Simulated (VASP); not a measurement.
Method: optB86b-vdW, VASP's PBE PAW potentials (set 64) (plane waves; VASP).

VASP input:

File POSCAR:
```
Dy
1
    1.8050722106    -3.1264765811     0.0000000000
    1.8050722106     3.1264765811     0.0000000000
    0.0000000000     0.0000000000     5.5770096936
Dy
2
Direct
  0.3333330000   0.6666670000   0.2500000000
  0.6666670000   0.3333330000   0.7500000000
```

File KPOINTS:
```
K-points
0
gamma
  12 12 7
```

**INCAR**
```
! general
SYSTEM   = Dy
PREC     = Accurate
ENCUT    = 520
LREAL    = F
LASPH    = T   ! aspherical one-centre terms

! electronic loop
EDIFF    = 1E-7   ! SCF stop (eV)
NELM     = 100   ! most electronic steps
ALGO     = Normal   ! blocked Davidson
LMAXMIX  = 6   ! l cut-off of mixed one-centre charges

! smearing
ISMEAR   = 1   ! Methfessel-Paxton
SIGMA    = 0.1   ! width (eV)

! functional
GGA      = MK
LUSE_VDW = T
AGGAC    = 0.0
PARAM1   = 0.1234
PARAM2   = 1.0

! ions
IBRION   = 2   ! conjugate gradients
NSW      = 30   ! most ionic steps
ISIF     = 4
EDIFFG   = -0.01

! output
LWAVE    = F
LCHARG   = F
```

POTCAR, in this order: Dy_3 (PBE.64 set). Program: vasp_std.

The 4f electrons are frozen in the core of the lanthanide potential, so 4f levels, which can set the real gap, and their magnetism are missing.

### Question
What does the run give for the energy per atom (σ→0), band gap (on the k-mesh)?

### Answer

```
Item                                                         Value
------------------------  ----------------------------------------
energy per atom (σ→0)                               -2.068 eV/atom
band gap (on the k-mesh)  none (metal, semimetal or under 0.01 eV)
```

**OSZICAR**
```
...
DAV:   1    -0.413792696763E+01   -0.24645E-02   -0.11348E-01  1976   0.255E+00    0.218E-01
DAV:   2    -0.413646949884E+01    0.14575E-02   -0.24312E-03  2566   0.530E-01    0.138E-01
DAV:   3    -0.413579743174E+01    0.67207E-03   -0.77710E-04  2538   0.230E-01    0.768E-02
DAV:   4    -0.413580038637E+01   -0.29546E-05   -0.14924E-04  2856   0.932E-02    0.355E-02
DAV:   5    -0.413580061598E+01   -0.22961E-06   -0.30363E-06  2631   0.136E-02    0.114E-02
DAV:   6    -0.413580040311E+01    0.21287E-06   -0.61097E-07  2677   0.605E-03    0.189E-03
DAV:   7    -0.413580038682E+01    0.16291E-07   -0.61220E-08  1173   0.230E-03
   3 F= -.41358004E+01 E0= -.41355190E+01  d E =-.132660E-02
```

The compound is Dy in the hcp structure. This cell is one point of a volume scan, at 1.03 of the reference volume. Symmetry was kept, so distortions that lower it aren't found.
